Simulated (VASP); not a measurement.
Computed with PBE GGA, VASP's PBE PAW potentials (set 64) (plane waves; VASP).

The input files of a VASP run:

**INCAR**
```
LCHARG  =  F
NELM  =  100   # most electronic steps
GGA  =  PE   # PBE
LWAVE  =  F
ICHARG  =  11   # fixed density
LASPH  =  T   # aspherical one-centre terms
ENCUT  =  520   # plane-wave cut-off (eV)
ISMEAR  =  0
PREC  =  Accurate
LREAL  =  F   # projection in real space or not
EDIFF  =  1E-6   # SCF stop (eV)
LMAXMIX  =  4   # l cut-off of mixed one-centre charges
ALGO  =  Normal
SIGMA  =  0.05   # width (eV)
SYSTEM  =  SnO
```

**POSCAR**
```
SnO
1
    3.8677917741     0.0000000000     0.0000000000
    0.0000000000     3.8677917741    -0.0000000000
    0.0000000000     0.0000000000     5.0526422402
Sn O
2 2
Direct
  0.5000000000   1.0000000000   0.7698231033
  1.0000000000   0.5000000000   0.2301768967
  0.5000000000   0.5000000000   1.0000000000
  0.0000000000   0.0000000000   0.0000000000
```

File KPOINTS:
```
k-points along high-symmetry lines
10
Line-mode
Reciprocal
  0.000000   0.000000   0.000000 ! GAMMA
  0.000000   0.500000   0.000000 ! X

  0.000000   0.500000   0.000000 ! X
  0.500000   0.500000   0.000000 ! M

  0.500000   0.500000   0.000000 ! M
  0.000000   0.000000   0.000000 ! GAMMA

  0.000000   0.000000   0.000000 ! GAMMA
  0.000000   0.000000   0.500000 ! Z

  0.000000   0.000000   0.500000 ! Z
  0.000000   0.500000   0.500000 ! R

  0.000000   0.500000   0.500000 ! R
  0.500000   0.500000   0.500000 ! A

  0.500000   0.500000   0.500000 ! A
  0.000000   0.000000   0.500000 ! Z

  0.000000   0.500000   0.000000 ! X
  0.000000   0.500000   0.500000 ! R

  0.500000   0.500000   0.000000 ! M
  0.500000   0.500000   0.500000 ! A
```

POTCAR, in this order: Sn_d O (PBE.64 set). Program: vasp_std. Read from the step before: CHGCAR.

The resulting files:

### OSZICAR
```
       N       E                     dE             d eps       ncg     rms          rms(c)
DAV:   1     0.385538576168E+03    0.38554E+03   -0.20737E+04  4392   0.250E+03
DAV:   2     0.323764128000E+02   -0.35316E+03   -0.34711E+03  4568   0.575E+02
DAV:   3    -0.201368332253E+02   -0.52513E+02   -0.51288E+02  5328   0.187E+02
DAV:   4    -0.222356281228E+02   -0.20988E+01   -0.20969E+01  4760   0.413E+01
DAV:   5    -0.222977288158E+02   -0.62101E-01   -0.62093E-01  5864   0.711E+00
DAV:   6    -0.222996588677E+02   -0.19301E-02   -0.19300E-02  5712   0.107E+00
DAV:   7    -0.222997101007E+02   -0.51233E-04   -0.51233E-04  6248   0.144E-01
DAV:   8    -0.222997106606E+02   -0.55984E-06   -0.55986E-06  5096   0.176E-02
   1 F= -.22299711E+02 E0= -.22299711E+02  d E =-.272001E-11
```

File OUTCAR:
```
 val. band max:        6.1739703318   @ k =   0.0556   0.0556   0.0000

 cond. band min:       6.6305068092   @ k =   0.5000   0.5000   0.0000



 k-point     1 :       0.0000    0.0000    0.0000
  band No.  band energies     occupation
      1     -15.5753      2.00000
      2     -15.2175      2.00000
      3     -15.2121      2.00000
      4     -15.2121      2.00000
      5     -15.1836      2.00000
      6     -15.1685      2.00000
      7     -15.1401      2.00000
      8     -15.1299      2.00000
      9     -15.1124      2.00000
     10     -15.1124      2.00000
     11     -13.5165      2.00000
     12     -11.1436      2.00000
     13      -1.1850      2.00000
     14      -0.0699      2.00000
     15       0.3622      2.00000
     16       0.3622      2.00000
     17       3.0217      2.00000
     18       3.3036      2.00000
     19       3.3036      2.00000
     20       6.1699      2.00000
     21       8.0917      0.00000
     22      10.2804      0.00000
     23      11.0455      0.00000
     24      11.0455      0.00000

 k-point     2 :       0.0000    0.0556    0.0000
  band No.  band energies     occupation
      1     -15.5737      2.00000
      2     -15.2168      2.00000
      3     -15.2116      2.00000
      4     -15.2116      2.00000
      5     -15.1839      2.00000
      6     -15.1676      2.00000
      7     -15.1405      2.00000
      8     -15.1382      2.00000
      9     -15.1128      2.00000
     10     -15.1122      2.00000
     11     -13.4935      2.00000
     12     -11.1575      2.00000
     13      -1.1956      2.00000
     14      -0.0676      2.00000
     15       0.3748      2.00000
     16       0.3815      2.00000
     17       2.9723      2.00000
     18       3.2767      2.00000
     19       3.2770      2.00000
     20       6.1727      2.00000
     21       8.1876      0.00000
     22      10.2445      0.00000
     23      10.8732      0.00000
     24      11.0636      0.00000

...
```

The density is held fixed in this step, so its total energy and stress have no physical meaning. Without a dispersion term in the relaxation, distances and binding between the weakly bound layers, chains or molecules are unreliable, and so is what depends on them. Unless said otherwise, spin-orbit coupling is left out, though it shifts the bands of the heavy elements here.

The compound is SnO in the litharge structure. It was relaxed first, which changed the volume by +8 %.
